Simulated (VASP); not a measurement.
In2WSe3:

```
CELL_PARAMETERS angstrom
-2.97834 2.97834 4.12165
2.97834 -2.97834 4.12165
2.97834 2.97834 -4.12165
ATOMIC_POSITIONS crystal
In 0.75000 0.25000 0.50000
In 0.25000 0.75000 0.50000
W 0.00000 0.00000 0.00000
Se 0.50000 0.00000 0.50000
Se 0.00000 0.50000 0.50000
Se 0.50000 0.50000 0.00000
```

The cell was built by a generator and needn't be a form met in nature.

```yaml
Program: VASP 6.6.1
Task: relaxation of cell and atoms
Functional: PBE
Potentials_or_basis: VASP PAW PBE potentials, release 64 (In_d, W_sv, Se)
Cutoff: 520 eV
k_mesh: 3 × 3 × 3
Occupations: gaussian, width 0.15 eV
Spin: no spin polarisation
```

At the start: pressure 27.8 GPa; volume 24.37 Å³/atom.

Question: How do energy, volume and symmetry change on relaxing?

Answer: Over 10 steps the energy falls by 2072.1 meV/atom and the volume is 27.50 Å³/atom (+12.8 %); space group I4/mmm (No. 139, to 0.05 Å).

The path:
| step | energy change (eV) | largest force (eV/Å) | pressure (GPa) | volume (Å³) |
| --- | --- | --- | --- | --- |
| 1 | 0.0000 | 0.0000 | 27.83 | 146.24 |
| 2 | -9.5006 | 0.0000 | -8.43 | 227.46 |
| 3 | -10.1445 | 0.0000 | -5.76 | 189.93 |
| 4 | -10.4464 | 0.0000 | -6.62 | 201.46 |
| 5 | -10.5083 | 0.0000 | -7.36 | 209.90 |
| 6 | -10.5048 | 0.0000 | -7.17 | 206.74 |
| 7 | -12.3828 | 0.0000 | -2.50 | 170.08 |
| 8 | -12.4300 | 0.0000 | 0.03 | 165.05 |
| 9 | -12.4304 | 0.0000 | -0.39 | 165.85 |
| 10 | -12.4327 | 0.0000 | -0.32 | 164.99 |

Final structure:
```
In W Se
1.0
    -2.55955    2.55955    6.29615
     2.55955   -2.55955    6.29615
     2.55955    2.55955   -6.29615
In W Se
2 1 3
Direct
  0.75000 0.25000 0.50000
  0.25000 0.75000 0.50000
  0.00000 0.00000 0.00000
  0.50000 0.00000 0.50000
  0.00000 0.50000 0.50000
  0.50000 0.50000 0.00000
```

Caveat: the k mesh is coarse (spacing up to 0.50 Å⁻¹), so the values aren't converged.
